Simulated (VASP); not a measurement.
Wanted: the native input for a VASP 6.6.1 run.

* Task: single point
* Functional: BLYP
* Potentials or basis: VASP PAW PBE potentials, release 64 (Ca_sv, P, As)
* Cutoff: 520 eV
* k mesh: 4 × 4 × 4
* Occupations: gaussian, width 0.01 eV
* Spin: no spin polarisation
* Dipole correction: no
* Further INCAR settings: ALGO = Normal; EDIFF = 1e-06; NBANDS = 28

The structure of Ca3AsP lies in POSCAR:

```
Ca3AsP
1.0
    5.3338990000      0.0000000000      0.0000000000
    0.0000000000      5.3338990000      0.0000000000
    0.0000000000      0.0000000000      5.3338990000
Ca P As
3 1 1
Direct
    0.0000000000      0.5000000000      0.5000000000
    0.5000000000      0.0000000000      0.5000000000
    0.5000000000      0.5000000000      0.0000000000
    0.5000000000      0.5000000000      0.5000000000
    0.0000000000      0.0000000000      0.0000000000
```

The cell comes from a database or a generator and needn't be the stable form of this composition.

The input as run:

INCAR

```
SYSTEM = Ca3AsP
  PREC = Accurate
  ENCUT = 520
  EDIFF = 1E-6
  ISMEAR = 0
  SIGMA = 0.01
  LREAL = .FALSE.
  LASPH = .TRUE.
  NELM = 100
  ALGO = Normal
  ISIF = 2
  LWAVE = .FALSE.
  LCHARG = .FALSE.
  GGA = B5
  ALDAX = 1.0
  AGGAX = 1.0
  AGGAC = 1.0
  ALDAC = 0.0
  NBANDS = 28
```

KPOINTS

```
regular mesh
0
G
  4 4 4
  0 0 0
```

Potentials or basis: VASP PAW PBE potentials, release 64 (Ca_sv, P, As).

Run with:

```sh
$ cat potpaw_PBE.64/Ca_sv/POTCAR potpaw_PBE.64/P/POTCAR potpaw_PBE.64/As/POTCAR > POTCAR
$ mpirun -np 1 vasp_std > vasp.out
```

Results of the run:

```yaml
Pressure: 1.3 GPa
Band_gap_on_the_k_mesh: 0.31 eV, direct
```

Caveat: the PAW data sets were made with another functional, which shifts forces and pressure a little.

It took 88 s on 1 thread of Intel(R) Xeon(R) Platinum 8488C (Sapphire Rapids) (shared host), peak memory 0.24 GiB.
